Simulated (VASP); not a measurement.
# CdSi4O (F-43m) in VASP: further runs

Runs on CdSi4O. Level: LDA. Tasks: relaxation of cell and atoms.

Everything below comes from runs of VASP 6.6.1. Logs are shortened: lines on timing, memory, paths and dates and some standing lists are left out, and cuts for length are marked.

### 1 Starting point

The structure is cubic, space group F-43m (No. 216). The conventional cell has a = 7.204 Å, b = 7.204 Å, c = 7.204 Å, α = 90.00°, β = 90.00°, γ = 90.00°. Cd (site symmetry -43m) is surrounded by 12 Si at 2.99 Å and 4 O at 3.12 Å. Si (site symmetry 3m) has 6 Si at 2.51 to 2.58 Å as nearest neighbours. O (site symmetry -43m) is surrounded by 12 Si at 2.98 Å and 4 Cd at 3.12 Å.

The cell was built by a generator and needn't be a form met in nature.

### 2 Relaxation of cell and atoms, LDA, target pressure 10 GPa, at which the enthalpy is minimised

INCAR

```
PREC     = Accurate       # precision mode
ENCUT    = 600            # plane-wave cutoff, eV
EDIFF    = 1E-6           # SCF threshold, eV
ISMEAR   = -1             # smearing method
SIGMA    = 0.05           # smearing width, eV
LREAL    = F              # projectors in reciprocal space
LASPH    = T              # aspherical terms in the spheres
NELM     = 80             # most SCF steps
ALGO     = Normal         # electronic algorithm
ISIF     = 3              # what is computed and relaxed
LWAVE    = F              # write WAVECAR
LCHARG   = F              # write CHGCAR
GGA      = CA             # functional
IBRION   = 2              # ionic algorithm
NSW      = 40             # ionic steps
EDIFFG   = -0.01          # ionic threshold
PSTRESS  = 100
```

KPOINTS

```
regular mesh
0
Gamma
  5 5 5
```

POSCAR

```
CdSi4O
1.0
    0.0000000000      3.6017500000      3.6017500000
    3.6017500000      0.0000000000      3.6017500000
    3.6017500000      3.6017500000      0.0000000000
Cd Si O
1 4 1
Direct
    0.5000000000      0.5000000000      0.5000000000
    0.8767200000      0.8767200000      0.3698400000
    0.8767200000      0.3698400000      0.8767200000
    0.8767200000      0.8767200000      0.8767200000
    0.3698400000      0.8767200000      0.8767200000
    0.2500000000      0.2500000000      0.2500000000
```

Potentials or basis: VASP PAW LDA potentials, release 64 (Cd, Si, O).

Launch:

```sh
cat potpaw_LDA.64/Cd/POTCAR potpaw_LDA.64/Si/POTCAR potpaw_LDA.64/O/POTCAR > POTCAR
mpirun -np 1 vasp_std > vasp.out
```

OUTCAR:

```text
PREC = Accurate
   ENCUT = 600
   EDIFF = 1E-6
   ISMEAR = -1
   LREAL = F
   LASPH = T
   NELM = 80
   ISIF = 3
   GGA = CA
   IBRION = 2
   NSW = 40
   EDIFFG = -0.01
   PSTRESS = 100

 ion  position               nearest neighbor table
   1  0.500  0.500  0.500-   3 2.99   4 2.99   5 2.99   4 2.99   4 2.99   5 2.99   2 2.99   2 2.99
                             5 2.99   2 2.99   3 2.99   3 2.99
   2  0.877  0.877  0.370-   3 2.51   4 2.51   5 2.51   4 2.58   3 2.58   5 2.58   1 2.99   1 2.99
                             1 2.99
   3  0.877  0.370  0.877-   2 2.51   4 2.51   5 2.51   2 2.58   4 2.58   5 2.58   1 2.99   1 2.99
                             1 2.99
   4  0.877  0.877  0.877-   2 2.51   3 2.51   5 2.51   2 2.58   3 2.58   5 2.58   1 2.99   1 2.99
                             1 2.99
   5  0.370  0.877  0.877-   2 2.51   3 2.51   4 2.51   4 2.58   2 2.58   3 2.58   1 2.99   1 2.99
                             1 2.99
   6  0.250  0.250  0.250-

  LATTYP: Found a face centered cubic cell.
 ALAT       =     7.2035000000

  Lattice vectors:

 A1 = (   0.0000000000,   3.6017500000,   3.6017500000)
 A2 = (   3.6017500000,   0.0000000000,   3.6017500000)
 A3 = (   3.6017500000,   3.6017500000,   0.0000000000)

Analysis of symmetry for initial positions (statically):
=====================================================================
 Subroutine PRICEL returns:
 Original cell was already a primitive cell.

 Routine SETGRP: Setting up the symmetry group for a
 face centered cubic supercell.

 Subroutine GETGRP returns: Found 24 space group operations
 (whereof 24 operations were pure point group operations)
 out of a pool of 48 trial point group operations.

The static configuration has the point symmetry T_d .

Analysis of symmetry for dynamics (positions and initial velocities):
=====================================================================
 Subroutine PRICEL returns:
 Original cell was already a primitive cell.

 Routine SETGRP: Setting up the symmetry group for a
 face centered cubic supercell.

 Subroutine GETGRP returns: Found 24 space group operations
 (whereof 24 operations were pure point group operations)
 out of a pool of 48 trial point group operations.

The dynamic configuration has the point symmetry T_d .

 Subroutine INISYM returns: Found 24 space group operations
 (whereof 24 operations are pure point group operations),
 and found     1 'primitive' translations

----------------------------------------------------------------------------------------

                                     Primitive cell

  volume of cell :      93.4481

  direct lattice vectors                    reciprocal lattice vectors
     0.000000000  3.601750000  3.601750000    -0.138821406  0.138821406  0.138821406
     3.601750000  0.000000000  3.601750000     0.138821406 -0.138821406  0.138821406
     3.601750000  3.601750000  0.000000000     0.138821406  0.138821406 -0.138821406

  length of vectors
     5.093643698  5.093643698  5.093643698     0.240445729  0.240445729  0.240445729

  position of ions in fractional coordinates (direct lattice)
     0.500000000  0.500000000  0.500000000
     0.876720000  0.876720000  0.369840000
     0.876720000  0.369840000  0.876720000
     0.876720000  0.876720000  0.876720000
     0.369840000  0.876720000  0.876720000
     0.250000000  0.250000000  0.250000000

  ion indices of the primitive-cell ions
   primitive index   ion index
                 1           1
                 2           2
                 3           3
                 4           4
                 5           5
                 6           6

----------------------------------------------------------------------------------------

 KPOINTS: regular mesh

Automatic generation of k-mesh.
 Grid dimensions read from file:
 generate k-points for:    5    5    5

 Generating k-lattice:

  Cartesian coordinates                     Fractional coordinates (reciprocal lattice)
    -0.027764281  0.027764281  0.027764281     0.200000000  0.000000000  0.000000000
     0.027764281 -0.027764281  0.027764281     0.000000000  0.200000000  0.000000000
     0.027764281  0.027764281 -0.027764281     0.000000000  0.000000000  0.200000000

  Length of vectors
     0.048089146  0.048089146  0.048089146

  Shift w.r.t. Gamma in fractional coordinates (k-lattice)
     0.000000000  0.000000000  0.000000000

 Subroutine IBZKPT returns following result:
 ===========================================

 Found     10 irreducible k-points:

 Following reciprocal coordinates:
            Coordinates               Weight
  0.000000  0.000000  0.000000      1.000000
  0.200000  0.000000  0.000000      8.000000
  0.400000  0.000000  0.000000      8.000000
  0.200000  0.200000  0.000000      6.000000
  0.400000  0.200000  0.000000     24.000000
 -0.400000  0.200000  0.000000     24.000000
 -0.200000  0.200000  0.000000     12.000000
  0.400000  0.400000  0.000000      6.000000
 -0.400000  0.400000  0.000000     12.000000
 -0.400000  0.400000  0.200000     24.000000
   k-points           NKPTS =     10   k-points in BZ     NKDIM =     10   number of bands    NBANDS=     21
   number of dos      NEDOS =    301   number of ions     NIONS =      6
   total plane-waves  NPLWV =  74088
   dimension x,y,z NGX =    42 NGY =   42 NGZ =   42
   dimension x,y,z NGXF=    84 NGYF=   84 NGZF=   84
   ions per type =               1   4   1
   NGX,Y,Z   is equivalent  to a cutoff of  13.71, 13.71, 13.71 a.u.
   NGXF,Y,Z  is equivalent  to a cutoff of  27.42, 27.42, 27.42 a.u.
 SYSTEM =  unknown system
   PREC   = accura    normal or accurate (medium, high low for compatibility)
   ISTART =      0    job   : 0-new  1-cont  2-samecut
   ICHARG =      2    charge: 1-file 2-atom 10-const
   ISPIN  =      1    spin polarized calculation?
   LNONCOLLINEAR =      F non collinear calculations
   LSORBIT =      F    spin-orbit coupling
   LASPH  =      T    aspherical Exc in radial PAW
   ENCUT  =  600.0 eV  44.10 Ry    6.64 a.u.  10.17 10.17 10.17*2*pi/ulx,y,z
   NELM   =     80;   NELMIN=  2; NELMDL= -5     # of ELM steps
   EDIFF  = 0.1E-05   stopping-criterion for ELM
   LREAL  =      F    real-space projection
   EDIFFG = -.1E-01   stopping-criterion for IOM
   NSW    =     40    number of steps for IOM
   IBRION =      2    ionic relax: 0-MD 1-quasi-New 2-CG
   NFREE  =      1    steps in history (QN), initial steepest desc. (CG)
   ISIF   =      3    stress and relaxation
   ISYM   =      2    0-nonsym 1-usesym 2-fastsym
   POTIM  = 0.5000    time-step for ionic-motion
   TEBEG  =    0.0;   TEEND  =   0.0 temperature during run
   PSTRESS=  100.0 pullay stress
   NELECT =      34.0000    total number of electrons
   NUPDOWN=      -1.0000    fix difference up-down
   EMIN   =  10.00;   EMAX   =-10.00  energy-range for DOS
   EFERMI =   0.00;   METHOD = LEGACY
   ISMEAR =    -1;   SIGMA  =   0.05  broadening in eV -4-tet -1-fermi 0-gaus
   EFERMI_NEDOS =   21; number of points for ismear=-14 and -15
   IALGO  =     38    algorithm
   IMIX   =      4    mixing-type and parameters
     AMIX     =   0.40;   BMIX     =  1.00
     AMIX_MAG =   1.60;   BMIX_MAG =  1.00
  volume/ion in A,a.u.               =      15.57       105.10
  Fermi-wavevector in a.u.,A,eV,Ry     =   1.168721  2.208563 18.584322  1.365909
  Thomas-Fermi vector in A             =   2.305204
   LORBIT       =      0    0 simple, 1 ext, 2 COOP (PROOUT), +10 PAW based schemes
   GGA     = CA    functional components
   LHFCALC =     F    Hartree Fock is set to
   AEXX    =    0.0000 exact exchange contribution
   IVDW    =     0    specifies the selected vdW correction
   LEPSILON=     F    determine dielectric tensor
   LRPA    =     F    only Hartree local field effects (RPA)
 conjugate gradient relaxation of ions
 non-spin polarized calculation
  energy-cutoff  :      600.00
  volume of cell :       93.45
 maximum number of plane-waves:      3130
 NGX is ok and might be reduce to    42
   NGX = 21   NGY = 21   NGZ = 21

--------------------------------------- Ionic step        1  -------------------------------------------

 number of electron      33.9999995 magnetization

 Free energy of the ion-electron system (eV)
  ---------------------------------------------------
  ext. energy  EPLUGINS =         0.00000000
  ---------------------------------------------------
  free energy    TOTEN  =       -27.84455956 eV

  energy without entropy =      -27.82851253  energy(sigma->0) =      -27.83653605

------------------------ aborting loop because EDIFF is reached ----------------------------------------

  FORCE on cell =-STRESS in cart. coord.  units (eV):
  Direction    XX          YY          ZZ          XY          YZ          ZX
  --------------------------------------------------------------------------------------
  -------------------------------------------------------------------------------------
  Total       -3.0251207     -3.0251207     -3.0251207      0.0000000      0.0000000      0.0000000
  in kB      -51.8659814    -51.8659814    -51.8659814      0.0000000      0.0000000      0.0000000
  external PRESSURE =    -151.8659814 kB  Pullay stress =     100.0000000 kB

 VOLUME and BASIS-vectors are now :
 -----------------------------------------------------------------------------
  energy-cutoff  :      600.00
  volume of cell :       93.45
      direct lattice vectors                 reciprocal lattice vectors
     0.000000000  3.601750000  3.601750000    -0.138821406  0.138821406  0.138821406
     3.601750000  0.000000000  3.601750000     0.138821406 -0.138821406  0.138821406
     3.601750000  3.601750000  0.000000000     0.138821406  0.138821406 -0.138821406
[... 180 lines left out ...]
  FREE ENERGIE OF THE ION-ELECTRON SYSTEM (eV)
  ---------------------------------------------------
  free  energy   TOTEN  =       -27.7453918961 eV

  energy  without entropy=      -27.7325858687  energy(sigma->0) =      -27.73898888

  enthalpy is  TOTEN    =       -22.6691067452 eV   P V=        5.0762851509

--------------------------------------- Ionic step        6  -------------------------------------------

 number of electron      34.0000001 magnetization

 Free energy of the ion-electron system (eV)
  ---------------------------------------------------
  ext. energy  EPLUGINS =         0.00000000
  ---------------------------------------------------
  free energy    TOTEN  =       -27.73845491 eV

  energy without entropy =      -27.72565527  energy(sigma->0) =      -27.73205509

 E-fermi :   8.2106     XC(G=0): -11.6750

 val. band max:        7.9799484799   @ k =  -0.4000   0.4000   0.2000
 cond. band min:       8.2487081458   @ k =   0.4000   0.0000   0.0000
 fundamental gap:      0.2687596659
 Fermi energy:         8.2106090851

 k-point     1 :       0.0000    0.0000    0.0000
  band No.  band energies     occupation
      1      -8.5792      2.00000
      2      -5.0685      2.00000
      3      -1.3030      2.00000
      4      -1.3030      2.00000
      5      -1.3030      2.00000
      6      -1.2155      2.00000
[... 13 lines left out ...]
     20       7.3136      2.00000
     21      12.4474      0.00000
[... 236 lines left out ...]
 POSITION                                       TOTAL-FORCE (eV/Angst)
 -----------------------------------------------------------------------------------
      3.43723      3.43723      3.43723         0.000000     -0.000000      0.000000
      4.28378      4.28378      6.02792        -0.000015     -0.000015      0.000015
      4.28378      6.02792      4.28378        -0.000015      0.000015     -0.000015
      6.02792      6.02792      6.02792         0.000015      0.000015      0.000015
      6.02792      4.28378      4.28378         0.000015     -0.000015     -0.000015
      1.71862      1.71862      1.71862        -0.000000     -0.000000      0.000000
 -----------------------------------------------------------------------------------
    total drift:                                0.000000      0.000000      0.000000

  FREE ENERGIE OF THE ION-ELECTRON SYSTEM (eV)
  ---------------------------------------------------
  free  energy   TOTEN  =       -27.7384549116 eV

  energy  without entropy=      -27.7256552664  energy(sigma->0) =      -27.73205509

  enthalpy is  TOTEN    =       -22.6691799211 eV   P V=        5.0692749905

 reached required accuracy - stopping structural energy minimisation
```

Wall time 2 min (1 thread of Intel Xeon Platinum 8259CL at 2.50GHz (Skylake/Cascade Lake), shared host); peak memory 0.23 GiB.

Results:

```
Free energy                                            : -27.7385 eV
Relaxed volume                                         : 13.54 Å³/atom
Relaxed cell                                           : a = 4.861 Å, b = 4.861 Å, c = 4.861 Å, α = 60.00°, β = 60.00°, γ = 60.00°
Space group after relaxing (to 0.05 Å)                 : F-43m (No. 216)
Energy change on relaxing (the enthalpy is what falls) : +17.7 meV/atom
Ionic steps                                            : 6
Pressure after relaxing                                : 10.0 GPa
Band gap on the k mesh                                 : none (metal or under the smearing width)
```

Step by step:
| step | energy change (eV) | largest force (eV/Å) | pressure (GPa) | volume (Å³) |
| --- | --- | --- | --- | --- |
| 1 | 0.0000 | 0.0650 | -5.19 | 93.45 |
| 2 | 0.7657 | 0.0992 | 24.29 | 74.87 |
| 3 | 0.1016 | 0.0067 | 9.87 | 81.29 |
| 4 | 0.1161 | 0.0093 | 10.29 | 81.06 |
| 5 | 0.0992 | 0.0065 | 9.79 | 81.33 |
| 6 | 0.1061 | 0.0000 | 10.00 | 81.22 |

Final structure:
```xyz
6
Lattice="0.0000 3.4372 3.4372 3.4372 0.0000 3.4372 3.4372 3.4372 0.0000" Properties=species:S:1:pos:R:3 pbc="T T T"
Cd    3.4372    3.4372    3.4372
Si    4.2838    4.2838    6.0279
Si    4.2838    6.0279    4.2838
Si    6.0279    6.0279    6.0279
Si    6.0279    4.2838    4.2838
O     1.7186    1.7186    1.7186
```

Caveat: the cell is relaxed towards a set pressure, so the enthalpy falls and the energy may rise.

(Continued in part 2 of 2.)
